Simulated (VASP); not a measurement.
# CoSi2: phonons from a supercell, part 2 of 3

How does the lattice of CoSi2 vibrate? The start is a cell from a database of measured crystal structures.

VASP 6.6.1, plane waves and PAW; the level of theory is named at each step.

So far. Step 2 (Relax the host): The run ended after 3 ionic steps, 0.048 eV below its first step, once forces and stress met EDIFFG = -0.02. The relaxed cell has a = 5.274 Å (conventional setting).

The database entry behind the starting cell differs from later determinations by our own check (0.1 to 0.3 % short, probably kX units), so it need not match the best structure at ambient conditions.

## Step 3: Tight relaxation

Level of this step: LDA, spin-polarised from a ferromagnetic start (one magnetic atom a cell); plane waves and PAW (Co, Si) (VASP).

Force constants are second derivatives, so residual forces and stress must first be far smaller than in an ordinary relaxation. Smearing and mesh differ from the relaxation before, which can move the cell too.

Input file INCAR:

```
SYSTEM = CoSi2
PREC = Accurate
ENCUT = 350
EDIFF = 1E-08
NELM = 120
ISMEAR = 1
SIGMA = 0.2
LREAL = .FALSE.
ALGO = Fast
GGA = CA
NBANDS = 18
ISPIN = 2
MAGMOM = 2 0 0
LASPH = .TRUE.
LMAXMIX = 4
LORBIT = 11
LWAVE = .FALSE.
LCHARG = .FALSE.
KPAR = 4
IBRION = 1
NSW = 30
ISIF = 3
EDIFFG = -0.002
POTIM = 0.4
```

Input file POSCAR:

```
CoSi2
1.0
    0.0000000000      2.6371234413      2.6371234413
    2.6371234413      0.0000000000      2.6371234413
    2.6371234413      2.6371234413      0.0000000000
Co Si
1 2
Direct
    0.0000000000      0.0000000000      0.0000000000
    0.7500000000      0.7500000000      0.7500000000
    0.2500000000      0.2500000000      0.2500000000
```

Input file KPOINTS:

```
Automatic mesh
0
Gamma
11 11 11
0 0 0
```

PAW data sets: Co and Si (LDA family, release 64).

On the command line:

```console
$ mpirun -np 4 vasp_std
```

What it wrote:

```text
[... set-up lines as in an earlier step ...]
 entering main loop
       N       E                     dE             d eps       ncg     rms          rms(c)
DAV:   1     0.507392239683E+02    0.50739E+02   -0.51925E+03  4072   0.663E+02
DAV:   2    -0.199739195205E+02   -0.70713E+02   -0.62441E+02  4358   0.164E+02
DAV:   3    -0.229315872371E+02   -0.29577E+01   -0.28948E+01  5160   0.377E+01
DAV:   4    -0.229796485406E+02   -0.48061E-01   -0.47986E-01  4780   0.462E+00
DAV:   5    -0.229809362368E+02   -0.12877E-02   -0.12875E-02  4940   0.774E-01    0.166E+01
RMM:   6    -0.264015941265E+02   -0.34207E+01   -0.15159E+01  4032   0.404E+01    0.178E+01
RMM:   7    -0.220093374079E+02    0.43923E+01   -0.50691E+00  4032   0.227E+01    0.425E+00
RMM:   8    -0.219497052663E+02    0.59632E-01   -0.10782E-01  4033   0.191E+00    0.171E+00
RMM:   9    -0.219340152740E+02    0.15690E-01   -0.38933E-02  4032   0.121E+00    0.130E+00
RMM:  10    -0.219291522124E+02    0.48631E-02   -0.95176E-03  4108   0.885E-01    0.351E-01
RMM:  11    -0.219284498124E+02    0.70240E-03   -0.26908E-03  4268   0.355E-01    0.227E-01
RMM:  12    -0.219285764014E+02   -0.12659E-03   -0.69746E-04  4409   0.155E-01    0.888E-02
RMM:  13    -0.219285192728E+02    0.57129E-04   -0.19963E-04  4061   0.106E-01    0.450E-02
RMM:  14    -0.219285225128E+02   -0.32399E-05   -0.66247E-05  4663   0.497E-02    0.253E-02
RMM:  15    -0.219285220005E+02    0.51228E-06   -0.81516E-06  4270   0.151E-02    0.125E-02
RMM:  16    -0.219285217561E+02    0.24437E-06   -0.22782E-06  4526   0.892E-03    0.299E-03
RMM:  17    -0.219285218400E+02   -0.83883E-07   -0.54944E-07  4564   0.368E-03    0.121E-03
RMM:  18    -0.219285218449E+02   -0.49424E-08   -0.80827E-08  3943   0.144E-03
   1 F= -.21928522E+02 E0= -.21928719E+02  d E =-.219285E+02  mag=    -0.0000
 BRION: g(F)=  0.596E-45 g(S)=  0.157E-04
 bond charge predicted
       N       E                     dE             d eps       ncg     rms          rms(c)
DAV:   1    -0.219286416900E+02   -0.11985E-03   -0.96953E-04  4638   0.520E-01    0.102E-01
RMM:   2    -0.219289574488E+02   -0.31576E-03   -0.98590E-04  4032   0.313E-01    0.180E-01
RMM:   3    -0.219285275538E+02    0.42989E-03   -0.42839E-04  4032   0.217E-01    0.279E-02
RMM:   4    -0.219285239701E+02    0.35837E-05   -0.89555E-06  4032   0.274E-02    0.103E-02
RMM:   5    -0.219285228518E+02    0.11183E-05   -0.43891E-06  4032   0.166E-02    0.211E-03
RMM:   6    -0.219285229354E+02   -0.83657E-07   -0.62659E-07  4153   0.663E-03    0.221E-03
RMM:   7    -0.219285229393E+02   -0.38831E-08   -0.32700E-07  3969   0.496E-03    0.134E-03
RMM:   8    -0.219285229327E+02    0.66232E-08   -0.85126E-08  3835   0.194E-03
   2 F= -.21928523E+02 E0= -.21928722E+02  d E =-.108776E-05  mag=    -0.0000
[...]
3 F= -.21928526E+02 E0= -.21928724E+02  d E =-.293530E-05  mag=    -0.0000
[...]
4 F= -.21928523E+02 E0= -.21928720E+02  d E =0.266037E-05  mag=    -0.0000
 BRION: g(F)=  0.936E-45 g(S)=  0.373E-05 retain N=  1 mean eig= 0.60
 eig:   0.604
 bond charge predicted
       N       E                     dE             d eps       ncg     rms          rms(c)
DAV:   1    -0.219285358643E+02   -0.12656E-04   -0.85253E-05  4432   0.155E-01    0.299E-02
RMM:   2    -0.219285629534E+02   -0.27089E-04   -0.84642E-05  4032   0.919E-02    0.528E-02
RMM:   3    -0.219285260943E+02    0.36859E-04   -0.36754E-05  4032   0.636E-02    0.822E-03
RMM:   4    -0.219285257356E+02    0.35871E-06   -0.74233E-07  4032   0.800E-03    0.302E-03
RMM:   5    -0.219285256401E+02    0.95447E-07   -0.35931E-07  4030   0.478E-03    0.606E-04
RMM:   6    -0.219285256417E+02   -0.16025E-08   -0.44511E-08  3630   0.187E-03
   5 F= -.21928526E+02 E0= -.21928723E+02  d E =-.243412E-05  mag=     0.0000
 BRION: g(F)=  0.572E-44 g(S)=  0.112E-07 retain N=  1 mean eig= 0.57
 eig:   0.573
 reached required accuracy - stopping structural energy minimisation
```

The job ended after 27 s (4 MPI ranks of Intel Xeon Platinum 8259CL at 2.50GHz (Skylake/Cascade Lake), shared host; peak memory 0.59 GiB; 1.8 min of CPU time).

From OUTCAR (step 3):

```text
  LATTYP: Found a face centered cubic cell.
 ALAT       =     5.2742468826

The static configuration has the point symmetry O_h .

 Found     56 irreducible k-points:

   k-points           NKPTS =     56   k-points in BZ     NKDIM =     56   number of bands    NBANDS=     18

   ENCUT  =  350.0 eV  25.72 Ry    5.07 a.u.   5.69  5.69  5.69*2*pi/ulx,y,z

   NELECT =      17.0000    total number of electrons

 E-fermi :  10.6367

 spin component 1
 k-point     1 :       0.0000    0.0000    0.0000
  band No.  band energies     occupation
    ...
      2       6.3346      1.00000
      3       6.3346      1.00000
      4       6.3346      1.00000
      5       8.5736      1.00000
      6       8.5736      1.00000
      7      11.7752     -0.00000
      8      14.1226     -0.00000
      9      14.1226     -0.00000
     10      14.1226     -0.00000
     11      14.2412     -0.00000
    ...

 k-point     2 :       0.0909    0.0000    0.0000
  band No.  band energies     occupation
    ...
      2       6.0452      1.00000
      3       6.3810      1.00000
      4       6.3810      1.00000
      5       8.5348      1.00000
      6       8.5348      1.00000
      7      11.7495     -0.00000
      8      12.6786     -0.00000
      9      13.3408     -0.00000
     10      13.3408     -0.00000
     11      15.0645      0.00000
    ...

 k-point     3 :       0.1818    0.0000    0.0000
  band No.  band energies     occupation
    ...
      3       6.5053      1.00000
      4       6.5053      1.00000
      5       8.4559      1.00000
      6       8.4559      1.00000
      7      10.6025      0.64246
      8      12.5184     -0.00000
      9      12.5184     -0.00000
     10      12.8005     -0.00000
     11      15.0779      0.00000
     12      15.0779      0.00000
    ...

 k-point     4 :       0.2727    0.0000    0.0000
  band No.  band energies     occupation
    ...
      3       6.6602      1.00000
      4       6.6602      1.00000
      5       8.4346      1.00000
      6       8.4346      1.00000
      7       9.4562      1.00000
      8      11.6728     -0.00000
      9      11.6728     -0.00000
     10      13.2664     -0.00000
     11      14.6203     -0.00000
     12      14.6203     -0.00000
    ...

  Total        0.0005394      0.0005394      0.0005394     -0.0000000     -0.0000000     -0.0000000
  in kB        0.0235678      0.0235678      0.0235678     -0.0000000     -0.0000000     -0.0000000
  external PRESSURE =       0.0235678 kB  Pullay stress =       0.0000000 kB

  energy-cutoff  :      350.00
  volume of cell :       36.67
      direct lattice vectors                 reciprocal lattice vectors
    -0.000000000  2.636854739  2.636854739    -0.189619850  0.189619850  0.189619850
     2.636854739 -0.000000000  2.636854739     0.189619850 -0.189619850  0.189619850
     2.636854739  2.636854739  0.000000000     0.189619850  0.189619850 -0.189619850

 POSITION                                       TOTAL-FORCE (eV/Angst)
 -----------------------------------------------------------------------------------
     -0.00000     -0.00000      0.00000         0.000000     -0.000000      0.000000
      3.95528      3.95528      3.95528        -0.000000     -0.000000     -0.000000
      1.31843      1.31843      1.31843         0.000000      0.000000      0.000000
 -----------------------------------------------------------------------------------
    total drift:                               -0.000000      0.000000      0.000000

  FREE ENERGIE OF THE ION-ELECTRON SYSTEM (eV)
  ---------------------------------------------------
  free  energy   TOTEN  =       -21.9285256417 eV

  energy  without entropy=      -21.9291192153  energy(sigma->0) =      -21.92872350

 total charge
# of ion       s       p       d       tot
------------------------------------------
    1        0.569   0.774   7.658   9.000
    2        0.723   0.911   0.000   1.634
    3        0.723   0.911   0.000   1.634
--------------------------------------------------
tot          2.014   2.596   7.658  12.268

 magnetization (x)
# of ion       s       p       d       tot
------------------------------------------
    1        0.000   0.000   0.000   0.000
    2       -0.000  -0.000   0.000  -0.000
    3       -0.000  -0.000   0.000  -0.000
--------------------------------------------------
tot          0.000   0.000   0.000   0.000

[... 3 parts as in an earlier step ...]

[... 6 further parts left out ...]
```

CONTCAR:

```
CoSi2
   1.00000000000000
    -0.0000000000000000    2.6368547389623873    2.6368547389623873
     2.6368547389623873   -0.0000000000000000    2.6368547389623873
     2.6368547389623873    2.6368547389623873    0.0000000000000000
  Co              Si
     1     2
Direct
    -0.0000000000000000    0.0000000000000000   -0.0000000000000000
     0.7500000000000000    0.7500000000000000    0.7500000000000000
     0.2500000000000000    0.2500000000000000    0.2500000000000000
```

Little changed from the start: no atom moved by 0.005 Å and no cell edge by 0.1 %.

This step gave:

```yaml
electronic_cycles: 46
free_energy_toten: -21.93 eV
energy_at_zero_smearing: -21.93 eV
fermi_energy: 10.64 eV
pressure: 0.002357 GPa
```

The run ended after 5 ionic steps, 0.000 eV below its first step, once forces and stress met EDIFFG = -0.002.

## Step 4: Force constants in the supercell

This step: LDA, spin-polarised from a ferromagnetic start; plane waves and PAW (Co, Si) (VASP 6.6.1).

System of this step: CoSi2. Symmetry: Fm-3m, No. 225, cubic system. The conventional cell has a = 5.274 Å, b = 5.274 Å, c = 5.274 Å, α = 90.00°, β = 90.00°, γ = 90.00°. Co has 8 Si at 2.28 Å nearest. Nearest to Si lie 4 Co at 2.28 Å. Farther neighbours are not listed.

Each independent atom is moved by 0.015 Å both ways; the forces give the force constants out to half the supercell.

Input file INCAR:

```
SYSTEM = CoSi2
PREC = Accurate
ENCUT = 350
EDIFF = 1E-07
NELM = 120
ISMEAR = 1
SIGMA = 0.2
LREAL = .FALSE.
ALGO = Fast
GGA = CA
NBANDS = 114
ISPIN = 2
MAGMOM = 2 2 2 2 2 2 2 2 0 0 0 0 0 0 0 0 0 0 0 0 0 0 0 0
LASPH = .TRUE.
LMAXMIX = 4
LWAVE = .FALSE.
LCHARG = .FALSE.
KPAR = 4
IBRION = 6
NSW = 1
NFREE = 2
POTIM = 0.015
ISIF = 0
ADDGRID = .TRUE.
```

Input file POSCAR:

```
CoSi2
1.0
    0.0000000000      5.2737094780      5.2737094780
    5.2737094780      0.0000000000      5.2737094780
    5.2737094780      5.2737094780      0.0000000000
Co Si
8 16
Direct
    0.0000000000      0.0000000000      0.0000000000
    0.0000000000      0.0000000000      0.5000000000
    0.0000000000      0.5000000000      0.0000000000
    0.0000000000      0.5000000000      0.5000000000
    0.5000000000      0.0000000000      0.0000000000
    0.5000000000      0.0000000000      0.5000000000
    0.5000000000      0.5000000000      0.0000000000
    0.5000000000      0.5000000000      0.5000000000
    0.3750000000      0.3750000000      0.3750000000
    0.3750000000      0.3750000000      0.8750000000
    0.3750000000      0.8750000000      0.3750000000
    0.3750000000      0.8750000000      0.8750000000
    0.8750000000      0.3750000000      0.3750000000
    0.8750000000      0.3750000000      0.8750000000
    0.8750000000      0.8750000000      0.3750000000
    0.8750000000      0.8750000000      0.8750000000
    0.1250000000      0.1250000000      0.1250000000
    0.1250000000      0.1250000000      0.6250000000
    0.1250000000      0.6250000000      0.1250000000
    0.1250000000      0.6250000000      0.6250000000
    0.6250000000      0.1250000000      0.1250000000
    0.6250000000      0.1250000000      0.6250000000
    0.6250000000      0.6250000000      0.1250000000
    0.6250000000      0.6250000000      0.6250000000
```

Input file KPOINTS:

```
Automatic mesh
0
Gamma
5 5 5
0 0 0
```

On the command line:

```console
$ mpirun -np 4 vasp_std
```

What it wrote:

```text
[banner, memory and clock lines left out]
running    4 mpi-ranks, on    1 nodes
 distrk:  each k-point on    1 cores,    4 groups
 distr:  one band on    1 cores,    1 groups

 POSCAR found type information on POSCAR CoSi
 POSCAR found :  2 types and      24 ions
|                                                                             |
|               ----> ADVICE to this user running VASP <----                  |
|                                                                             |
|     You have a (more or less) 'large supercell' and for larger cells it     |
|     might be more efficient to use real-space projection operators.         |
|     Therefore, try LREAL= Auto in the INCAR file.                           |
|     Mind: For very accurate calculation, you might also keep the            |
|     reciprocal projection scheme (i.e. LREAL=.FALSE.).                      |
|                                                                             |

 LDA part: xc-table for (Slater(with rela. corr.)+CA(PZ))
 , standard interpolation
 POSCAR, INCAR and KPOINTS ok, starting setup
 FFT: planning ... GRIDC
 FFT: planning ... GRID_SOFT
 FFT: planning ... GRID
 WAVECAR not read
 entering main loop
       N       E                     dE             d eps       ncg     rms          rms(c)
DAV:   1     0.793609443195E+03    0.79361E+03   -0.39406E+04  4560   0.907E+02
DAV:   2    -0.867421089742E+02   -0.88035E+03   -0.80548E+03  4628   0.258E+02
DAV:   3    -0.179109730215E+03   -0.92368E+02   -0.84251E+02  5160   0.937E+01
DAV:   4    -0.183680705721E+03   -0.45710E+01   -0.44954E+01  5664   0.218E+01
DAV:   5    -0.183852164605E+03   -0.17146E+00   -0.17120E+00  6152   0.382E+00    0.470E+01
RMM:   6    -0.210145124060E+03   -0.26293E+02   -0.17913E+02  4560   0.602E+01    0.501E+01
RMM:   7    -0.176034338646E+03    0.34111E+02   -0.69267E+01  4560   0.379E+01    0.138E+01
RMM:   8    -0.175575679479E+03    0.45866E+00   -0.12079E+00  4562   0.326E+00    0.563E+00
RMM:   9    -0.175506822380E+03    0.68857E-01   -0.37860E-01  4562   0.173E+00    0.381E+00
RMM:  10    -0.175408920133E+03    0.97902E-01   -0.21925E-01  4605   0.211E+00    0.104E+00
RMM:  11    -0.175410831624E+03   -0.19115E-02   -0.61800E-02  4915   0.598E-01    0.719E-01
RMM:  12    -0.175412236153E+03   -0.14045E-02   -0.13538E-02  5464   0.315E-01    0.424E-01
RMM:  13    -0.175412204624E+03    0.31529E-04   -0.19963E-03  4977   0.109E-01    0.122E-01
RMM:  14    -0.175412315115E+03   -0.11049E-03   -0.54399E-04  5473   0.534E-02    0.658E-02
RMM:  15    -0.175412320233E+03   -0.51176E-05   -0.58435E-05  5533   0.185E-02    0.305E-02
RMM:  16    -0.175412321044E+03   -0.81103E-06   -0.10105E-05  5297   0.845E-03    0.146E-02
RMM:  17    -0.175412321346E+03   -0.30231E-06   -0.25891E-06  5100   0.414E-03    0.381E-03
RMM:  18    -0.175412321387E+03   -0.41147E-07   -0.74588E-07  4214   0.198E-03
   1 F= -.17541232E+03 E0= -.17541916E+03  d E =0.205010E-01  mag=     0.0001
 Found     2 degrees of freedom:
 Finite differences POTIM= 0.01500 DOF=   2
 bond charge predicted
       N       E                     dE             d eps       ncg     rms          rms(c)
DAV:   1    -0.175410436055E+03    0.18853E-02   -0.88224E-01  9106   0.215E+00    0.147E-01
RMM:   2    -0.175410590127E+03   -0.15407E-03   -0.67471E-03  8208   0.331E-01    0.108E-01
RMM:   3    -0.175411029449E+03   -0.43932E-03   -0.22040E-03  8212   0.178E-01    0.221E-01
RMM:   4    -0.175410600061E+03    0.42939E-03   -0.80657E-04  8245   0.124E-01    0.474E-02
RMM:   5    -0.175410602889E+03   -0.28276E-05   -0.29309E-04  8507   0.632E-02    0.492E-02
RMM:   6    -0.175410572851E+03    0.30038E-04   -0.94174E-05  8217   0.407E-02    0.125E-02
RMM:   7    -0.175410577708E+03   -0.48574E-05   -0.36835E-05  8781   0.201E-02    0.204E-02
RMM:   8    -0.175410574860E+03    0.28480E-05   -0.10900E-05  8302   0.130E-02    0.490E-03
RMM:   9    -0.175410575250E+03   -0.38958E-06   -0.55053E-06  9005   0.607E-03    0.256E-03
RMM:  10    -0.175410575257E+03   -0.66539E-08   -0.37757E-07  6581   0.214E-03
   2 F= -.17541058E+03 E0= -.17541740E+03  d E =0.204766E-01  mag=     0.0000
[...]
3 F= -.17541058E+03 E0= -.17541740E+03  d E =0.204755E-01  mag=    -0.0000
[...]
4 F= -.17541106E+03 E0= -.17541789E+03  d E =0.204824E-01  mag=     0.0000
 Finite differences progress:
  Degree of freedom:   2/  2
  Displacement:        1/  2
  Total:               3/  4
 bond charge predicted
       N       E                     dE             d eps       ncg     rms          rms(c)
DAV:   1    -0.175410474855E+03    0.58369E-03   -0.13715E-01 12464   0.964E-01    0.203E-01
RMM:   2    -0.175412938416E+03   -0.24636E-02   -0.11940E-02 12312   0.495E-01    0.499E-01
RMM:   3    -0.175411036327E+03    0.19021E-02   -0.36591E-03 12382   0.261E-01    0.948E-02
RMM:   4    -0.175411042915E+03   -0.65872E-05   -0.98443E-04 12495   0.959E-02    0.433E-02
RMM:   5    -0.175411097951E+03   -0.55037E-04   -0.22683E-04 13067   0.627E-02    0.711E-02
RMM:   6    -0.175411056924E+03    0.41027E-04   -0.74659E-05 12695   0.361E-02    0.168E-02
RMM:   7    -0.175411058296E+03   -0.13719E-05   -0.21007E-05 13772   0.127E-02    0.796E-03
RMM:   8    -0.175411058811E+03   -0.51488E-06   -0.39413E-06 12560   0.790E-03    0.757E-03
RMM:   9    -0.175411058530E+03    0.28086E-06   -0.20928E-06 12378   0.526E-03    0.380E-03
RMM:  10    -0.175411058493E+03    0.36935E-07   -0.67079E-07 11179   0.240E-03
   5 F= -.17541106E+03 E0= -.17541789E+03  d E =0.204828E-01  mag=    -0.0000
 Finite differences progress:
  Degree of freedom:   2/  2
  Displacement:        2/  2
  Total:               4/  4
```

Wall time 19 min (4 MPI ranks); peak memory 5.1 GiB.

(Continued in part 3 of 3.)

[Lines on the potential files, build, host, timing and source positions are cut from VASP's logs without a mark.]

[Logs are printed without paths, hosts, clocks, repeated set-up lines and the standing remarks that a program may print on its own settings, such as how far it seeks lower states.]

[Hosts, paths, dates, database ids (printed as entryN), source tags and the programs' standing remarks are cut or masked in the printed files.]

[Runs that stopped without an error message from VASP are left out.]
